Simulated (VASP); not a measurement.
# CsLiCr2Te2S3 (C2/m) in VASP: further runs, part 3 of 3

VASP 6.6.1. The steps go on from the part before.

## (5) Electric field gradients, PBE, collinear spin, ferromagnetic start

Input file INCAR:

```
SYSTEM = CsLiCr2Te2S3
PREC = Accurate ; ENCUT = 520
EDIFF = 1E-8 ; ISMEAR = -1
SIGMA = 0.05 ; LREAL = .FALSE.
LASPH = .TRUE. ; NELM = 120
ALGO = Normal ; ISIF = 2
LWAVE = .FALSE. ; LCHARG = .FALSE.
ISPIN = 2 ; MAGMOM = 0 0 3 3 0 0 0 0 0
LORBIT = 11 ; LMAXMIX = 4
GGA = PE ; LEFG = .TRUE.
KPAR = 4
```

Input file KPOINTS:

```
regular mesh
0
G
  7 7 4
  0 0 0
```

Input file POSCAR:

```
CsLiCr2Te2S3
1.0
    7.2895900000     -2.1043300000      0.0177200000
    7.2895900000      2.1043300000      0.0177200000
   -2.5331500000      0.0000000000      7.2810000000
Cs Li Cr Te S
1 1 2 2 3
Direct
    0.5000000000      0.5000000000      0.0000000000
    0.0000000000      0.0000000000      0.5000000000
    0.3287000000      0.3287000000      0.4330000000
    0.6713000000      0.6713000000      0.5670000000
    0.8067200000      0.8067200000      0.1742700000
    0.1932800000      0.1932800000      0.8257300000
    0.1635800000      0.1635800000      0.3971300000
    0.8364200000      0.8364200000      0.6028700000
    0.5000000000      0.5000000000      0.5000000000
```

Potentials or basis: VASP PAW PBE potentials, release 64 (Cs_sv, Li_sv, Cr_pv, Te, S).

The run is started by

```sh
$ cat potpaw_PBE.64/Cs_sv/POTCAR potpaw_PBE.64/Li_sv/POTCAR potpaw_PBE.64/Cr_pv/POTCAR potpaw_PBE.64/Te/POTCAR potpaw_PBE.64/S/POTCAR > POTCAR
$ mpirun -np 4 vasp_std > vasp.out
```

OUTCAR:

```text
SYSTEM = CsLiCr2Te2S3
   PREC = Accurate
   ENCUT = 520
   EDIFF = 1E-8
   ISMEAR = -1
   LREAL = .FALSE.
   LASPH = .TRUE.
   NELM = 120
   ISIF = 2
   ISPIN = 2
   LORBIT = 11
   GGA = PE

 ion  position               nearest neighbor table
   1  0.500  0.500  0.000-
   2  0.000  0.000  0.500-   9 2.10   9 2.10   5 3.10   6 3.10
   3  0.329  0.329  0.433-   7 2.33   9 2.38   8 2.46   8 2.46   5 2.84   5 2.84
   4  0.671  0.671  0.567-   8 2.33   9 2.38   7 2.46   7 2.46   6 2.84   6 2.84
   5  0.807  0.807  0.174-   3 2.84   3 2.84   2 3.10   8 3.19   6 3.39   6 3.39
   6  0.193  0.193  0.826-   4 2.84   4 2.84   2 3.10   7 3.19   5 3.39   5 3.39
   7  0.164  0.164  0.397-   3 2.33   4 2.46   4 2.46   6 3.19
   8  0.836  0.836  0.603-   4 2.33   3 2.46   3 2.46   5 3.19
   9  0.500  0.500  0.500-   2 2.10   2 2.10   3 2.38   4 2.38

  LATTYP: Found a base centered monoclinic cell.
 ALAT       =    14.5792230748
 B/A-ratio  =     0.2886751906
 C/A-ratio  =     0.5287711959
 COS(beta)  =    -0.3262964791

  Lattice vectors:

 A1 = (   7.2895900000,  -2.1043300000,   0.0177200000)
 A2 = (   7.2895900000,   2.1043300000,   0.0177200000)
 A3 = (  -2.5331500000,   0.0000000000,   7.2810000000)

Analysis of symmetry for initial positions (statically):
=====================================================================
 Subroutine PRICEL returns:
 Original cell was already a primitive cell.

 Routine SETGRP: Setting up the symmetry group for a
 base centered monoclinic supercell.

 Subroutine GETGRP returns: Found  4 space group operations
 (whereof  4 operations were pure point group operations)
 out of a pool of  4 trial point group operations.

The static configuration has the point symmetry C_2h.

Analysis of symmetry for dynamics (positions and initial velocities):
=====================================================================
 Subroutine PRICEL returns:
 Original cell was already a primitive cell.

 Routine SETGRP: Setting up the symmetry group for a
 base centered monoclinic supercell.

 Subroutine GETGRP returns: Found  4 space group operations
 (whereof  4 operations were pure point group operations)
 out of a pool of  4 trial point group operations.

The dynamic configuration has the point symmetry C_2h.

Analysis of structural, dynamic, and magnetic symmetry:
=====================================================================
 Subroutine PRICEL returns:
 Original cell was already a primitive cell.

 Routine SETGRP: Setting up the symmetry group for a
 base centered monoclinic supercell.

 Subroutine GETGRP returns: Found  4 space group operations
 (whereof  4 operations were pure point group operations)
 out of a pool of  4 trial point group operations.

The overall configuration has the point symmetry C_2h.

 Subroutine INISYM returns: Found  4 space group operations
 (whereof  4 operations are pure point group operations),
[... 1258 lines left out ...]
      6     -36.9142      1.00000
[... 1069 lines left out ...]
     41       7.5597      0.00000
     42       7.9131      0.00000

 [... further k-points ...]
[... 5 lines left out ...]
  --------------------------------------------------------------------------------------
  -------------------------------------------------------------------------------------
  Total       -0.0754540      0.0865407      0.0045213      0.0000000      0.0000000     -0.0057789
  in kB       -0.5407387      0.6201919      0.0324020      0.0000000      0.0000000     -0.0414146
  external PRESSURE =       0.0372851 kB  Pullay stress =       0.0000000 kB

 VOLUME and BASIS-vectors are now :
 -----------------------------------------------------------------------------
  energy-cutoff  :      520.00
  volume of cell :      223.57
      direct lattice vectors                 reciprocal lattice vectors
     7.289590000 -2.104330000  0.017720000     0.068533003 -0.237605319  0.023843480
     7.289590000  2.104330000  0.017720000     0.068533003  0.237605319  0.023843480
    -2.533150000  0.000000000  7.281000000    -0.000333582  0.000000000  0.137227714

 POSITION                                       TOTAL-FORCE (eV/Angst)
 -----------------------------------------------------------------------------------
      7.28959      0.00000      0.01772        -0.000000     -0.000000      0.000000
     -1.26658      0.00000      3.64050        -0.000000      0.000000      0.000000
      3.69532      0.00000      3.16432        -0.016483     -0.000000     -0.023981
      8.35071      0.00000      4.15212         0.016483     -0.000000      0.023981
     11.31986      0.00000      1.29745         0.006508     -0.000000      0.023922
      0.72617      0.00000      6.01899        -0.006508     -0.000000     -0.023922
      1.37887      0.00000      2.89730         0.005427     -0.000000     -0.008528
     10.66716      0.00000      4.41914        -0.005427     -0.000000      0.008528
      6.02301      0.00000      3.65822        -0.000000     -0.000000      0.000000
 -----------------------------------------------------------------------------------
    total drift:                                0.000000      0.000000     -0.000000

  FREE ENERGIE OF THE ION-ELECTRON SYSTEM (eV)
  ---------------------------------------------------
  free  energy   TOTEN  =       -45.7872538809 eV

  energy  without entropy=      -45.7516273236  energy(sigma->0) =      -45.76944060

 Electric field gradients (V/A^2)
---------------------------------------------------------------------
 ion       V_xx      V_yy      V_zz      V_xy      V_xz      V_yz
---------------------------------------------------------------------
   1     -33.192    66.387   -33.195     0.000     5.849     0.000
   2       0.211    -0.278     0.067     0.000    -0.094    -0.000
   3     -27.966    -2.133    30.098     0.000    -4.887    -0.000
   4     -27.966    -2.133    30.098     0.000    -4.887     0.000
   5    -394.204    44.364   349.840    -0.000    45.884    -0.000
   6    -394.204    44.364   349.840    -0.000    45.884    -0.000
   7     -30.421     9.728    20.692    -0.000   -31.129     0.000
   8     -30.421     9.728    20.692     0.000   -31.129    -0.000
   9      60.227   -91.561    31.335     0.000    15.371     0.000
---------------------------------------------------------------------

 Electric field gradients after diagonalization (V/A^2)
 (convention: |V_zz| > |V_xx| > |V_yy|)
----------------------------------------------------------------------
 ion       V_xx      V_yy      V_zz     asymmetry (V_yy - V_xx)/ V_zz
----------------------------------------------------------------------
   1     -39.042   -27.345    66.387       0.176
   2       0.257     0.020    -0.278       0.853
   3     -28.374    -2.133    30.507       0.860
   4     -28.374    -2.133    30.507       0.860
   5     352.659    44.364  -397.023       0.777
   6     352.659    44.364  -397.023       0.777
   7      35.412     9.728   -45.140       0.569
   8      35.412     9.728   -45.140       0.569
   9      66.875    24.686   -91.561       0.461
----------------------------------------------------------------------

           NMR quadrupolar parameters

 Cq : quadrupolar parameter    Cq=e*Q*V_zz/h
 eta: asymmetry parameters     (V_yy - V_xx)/ V_zz
 Q  : nuclear electric quadrupole moment in mb (millibarn)
----------------------------------------------------------------------
 ion       Cq(MHz)       eta       Q (mb)
----------------------------------------------------------------------
   1       0.161       0.176       1.000
   2      -0.001       0.853       1.000
   3       0.074       0.860       1.000
   4       0.074       0.860       1.000
   5      -0.960       0.777       1.000
   6      -0.960       0.777       1.000
   7      -0.109       0.569       1.000
   8      -0.109       0.569       1.000
   9      -0.221       0.461       1.000
----------------------------------------------------------------------

 total charge

# of ion       s       p       d       tot
------------------------------------------
    1        1.833   4.700   0.030   6.564
    2        2.037   0.081   0.000   2.118
    3        0.269   6.238   4.078  10.585
    4        0.269   6.238   4.078  10.585
    5        1.390   1.920   0.026   3.335
    6        1.390   1.920   0.026   3.335
    7        1.342   2.361   0.000   3.703
    8        1.342   2.361   0.000   3.703
    9        1.327   2.488   0.000   3.816
--------------------------------------------------
tot         11.201  28.306   8.238  47.745

 magnetization (x)

# of ion       s       p       d       tot
------------------------------------------
    1        0.000  -0.001   0.000   0.000
    2        0.001   0.002   0.000   0.003
    3        0.039   0.028   2.774   2.841
    4        0.039   0.028   2.774   2.841
    5       -0.002  -0.140   0.002  -0.139
    6       -0.002  -0.140   0.002  -0.139
    7       -0.006  -0.147   0.000  -0.152
    8       -0.006  -0.147   0.000  -0.152
    9       -0.003  -0.042   0.000  -0.045
--------------------------------------------------
tot          0.062  -0.557   5.552   5.057
```

Wall time 11 min (4 MPI ranks of Intel Xeon Platinum 8488C (Sapphire Rapids), shared host); peak memory 1.2 GiB.

What came out:

| Property | Result |
| --- | --- |
| Free energy | -45.7873 eV |
| Largest force | 0.029 eV/Å |
| Band gap on the k mesh | none (metal or under the smearing width) |
| Net moment | 5.24 μB per cell |
| Site moments | Cs +0.00; Li +0.00; Cr +2.84; Te -0.14; S -0.15, -0.04 μB |
| Valence electrons inside the program's atomic spheres | Cs 6.56; Li 2.12; Cr 10.59; Te 3.33; S 3.70, 3.82 |

Forces in eV/Å, atoms in the order of the input:
```
Cs   0.000  0.000  0.000
Li   0.000  0.000  0.000
Cr  -0.016  0.000 -0.024
Cr   0.016  0.000  0.024
Te   0.007  0.000  0.024
Te  -0.007  0.000 -0.024
S    0.005  0.000 -0.009
S   -0.005  0.000  0.009
S    0.000  0.000  0.000
```

Levels at points of the mesh, in eV from the Fermi level:
Spin up:
```csv
k point,band 32,band 33,band 34,band 35,band 36,band 37,band 38,band 39
"(0.00, 0.00, 0.00)",-0.59,-0.54,-0.32,-0.19,0.13,1.02,1.21,1.41
"(0.00, 0.00, 0.50)",-0.62,-0.58,-0.26,-0.22,0.10,0.49,1.02,1.48
```
Spin down:
```
           k point  band 26  band 27  band 28  band 29  band 30  band 31  band 32  band 33  band 34  band 35
(0.00, 0.00, 0.00)    -1.38    -0.94    -0.93    -0.69    -0.09     0.78     1.05     1.50     1.71     2.15
(0.00, 0.00, 0.50)    -1.19    -1.03    -0.94    -0.69    -0.07     0.39     1.06     1.57     1.65     2.00
```

Electric field gradients, principal values (V/Å²):
| atom | Vxx | Vyy | Vzz |
| --- | --- | --- | --- |
| 1 Cs | -27.345 | -39.042 | 66.387 |
| 2 Li | 0.020 | 0.257 | -0.278 |
| 3 Cr | -2.133 | -28.374 | 30.507 |
| 4 Cr | -2.133 | -28.374 | 30.507 |
| 5 Te | 44.364 | 352.659 | -397.023 |
| 6 Te | 44.364 | 352.659 | -397.023 |
| 7 S | 9.728 | 35.412 | -45.140 |
| 8 S | 9.728 | 35.412 | -45.140 |
| 9 S | 24.686 | 66.875 | -91.561 |

Caveat: the cutoff is under 1.25 times the usual one of these potentials, so pressure, stress and relaxed cells hold a basis-set (Pulay) error; only a ferromagnetic start was run, and an antiferromagnetic order may lie lower in energy.

## (6) Summary

| task | k mesh for the DOS | occupations for the DOS | gap on the mesh (eV) | moment (μB) | largest force (eV/Å) |
| --- | --- | --- | --- | --- | --- |
| band structure | - | - | - | 5.24 | - |
| density of states | 11 × 11 × 6 | tetrahedron | - | 5.24 | - |
| optical spectrum | - | - | none | 5.24 | 0.03 |
| electric field gradients | - | - | none | 5.24 | 0.03 |

Alike in all rows: level PBE; potentials or basis VASP PAW PBE potentials, release 64 (Cs_sv, Li_sv, Cr_pv, Te, S); spin collinear, ferromagnetic start; cell as given; k mesh 7 × 7 × 4; cutoff (eV) 520; smearing fermi-dirac 0.05 eV.

Caveats: the cutoff is under 1.25 times the usual one of these potentials, so pressure, stress and relaxed cells hold a basis-set (Pulay) error; only a ferromagnetic start was run, and an antiferromagnetic order may lie lower in energy; spin-orbit coupling is left out, which moves the levels of the heavy elements (some runs); spectra need much finer meshes, so this one isn't converged (some runs); independent-particle spectra lack excitons (some runs); the intraband (Drude) part of a metal's response may be missing (some runs).

Total energies depend on the potentials used, so only differences within one code and one set of settings carry meaning.
